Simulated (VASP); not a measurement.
Here is the system:

```xyz
2
Lattice="0.0000 2.3006 2.3006 2.3006 0.0000 2.3006 2.3006 2.3006 0.0000" Properties=species:S:1:pos:R:3 pbc="T T T"
B      0.0000     0.0000     0.0000
P      1.1503     1.1503     1.1503
```

Method: vdW-DF2, VASP's PBE PAW potentials (set 64) (plane waves; VASP). Numerical set-up: 520 eV cut-off, 9×9×9 Γ-centred mesh, Gaussian smearing of 0.050 eV, potentials B P.

Q: Predict the energy per atom (σ→0).

A: 
| Property | Result |
|---|---|
| energy per atom (σ→0) | -4.967 eV/atom |

The compound is BP in the zinc blende structure. It was relaxed first. The start is the result of an earlier pass.
